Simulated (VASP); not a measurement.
Consider the following.

```
CELL_PARAMETERS angstrom
     -1.65176     1.65176     1.65176
      1.65176    -1.65176     1.65176
      1.65176     1.65176    -1.65176
ATOMIC_POSITIONS crystal
  Ta 0.00000 0.00000 0.00000
```

Calculation: RPBE GGA, VASP's PBE PAW potentials (set 64) (plane waves; VASP 6.6.1). Settings: 520 eV cut-off, 15×15×15 Γ-centred mesh, first-order Methfessel-Paxton smearing of 0.10 eV, potentials Ta_pv.

Problem. The job: Ta (bcc), 1 atom, RPBE, static run, 520 eV, 15×15×15 Γ-centred mesh. Roughly how much core time does it take on a busy server core?

Solution. About 10 core-seconds (one run on a shared machine, a rough figure). It had 120 irreducible k-points, 9 bands, up to 496 plane waves and 12 electronic steps.

The compound is Ta in the bcc structure. This cell is one point of a volume scan, at 0.97 of the reference volume.
